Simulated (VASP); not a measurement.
Input of a VASP 6.6.1 run:

The input INCAR:

```
SYSTEM = YTe
  ALGO = Normal
  EDIFF = 1E-6
  EDIFFG = -0.005
  ENCUT = 600
  GGA = CA
  IBRION = 2
  ISIF = 3
  ISMEAR = 0
  LASPH = .True.
  LCHARG = .False.
  LREAL = .False.
  LWAVE = .False.
  NELM = 80
  NSW = 70
  PREC = Accurate
  SIGMA = 0.1
```

Contents of KPOINTS:

```
k-points
0
Gamma
  12 12 12
  0 0 0
```

Contents of POSCAR:

```
YTe
1.0
    0.0000000000      3.0839188659      3.0839188659
    3.0839188659      0.0000000000      3.0839188659
    3.0839188659      3.0839188659      0.0000000000
Y Te
1 1
Direct
    0.5000000000      0.5000000000      0.5000000000
    0.0000000000      0.0000000000      0.0000000000
```

Potentials or basis: VASP PAW LDA potentials, release 64 (Y_sv, Te).

Launch:

```sh
$ cat potpaw_LDA.64/Y_sv/POTCAR potpaw_LDA.64/Te/POTCAR > POTCAR
$ mpirun -np 1 vasp_std > vasp.out
```

What does it give for the band gap on the k mesh?

None (metal or under the smearing width).

What does it give for the relaxed cell?

a = 4.265 Å, b = 4.265 Å, c = 4.265 Å, α = 60.00°, β = 60.00°, γ = 60.00°.

Estimate the relaxed volume.

27.43 Å³/atom.

The path:
| step | energy change (eV) | largest force (eV/Å) | pressure (GPa) | volume (Å³) |
| --- | --- | --- | --- | --- |
| 1 | 0.0000 | 0.0000 | -4.26 | 58.66 |
| 2 | -0.0242 | 0.0000 | 3.89 | 52.29 |
| 3 | -0.0539 | 0.0000 | 0.00 | 54.86 |

Spin-orbit coupling is left out, which matters for the levels of Te. Zero-point motion and thermal expansion aren't in these numbers.
